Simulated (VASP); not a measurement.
```xyz
2
Lattice="0.0000 2.1650 2.1650 2.1650 0.0000 2.1650 2.1650 2.1650 0.0000" Properties=species:S:1:pos:R:3 pbc="T T T"
Ti     0.0000     0.0000     0.0000
C      2.1650     2.1650     2.1650
```

Level of theory: vdW-DF-cx, VASP's PBE PAW potentials (set 64) (plane waves; VASP). Settings: 520 eV cut-off, 13×13×13 Γ-centred mesh, first-order Methfessel-Paxton smearing of 0.10 eV, potentials Ti_sv C.

Problem. The ions, cell shape and volume are relaxed. What does this cell relax into?

Solution. 
```xyz
2
Lattice="0.0000 2.1540 2.1540 2.1540 0.0000 2.1540 2.1540 2.1540 0.0000" Properties=species:S:1:pos:R:3 pbc="T T T"
Ti     0.0000     0.0000     0.0000
C      2.1540     2.1540     2.1540
```
Space group Fm-3m (225), at a tolerance of 0.03 Å.

Problem. How do energy and volume change from the first to the last step?

Solution. The energy (σ→0) changes by -1.9 meV/atom and the volume by -1.5 %, in 3 ionic steps.

The compound is TiC in the rock salt structure. This run relaxes it. Symmetry was kept, so distortions that lower it aren't found.
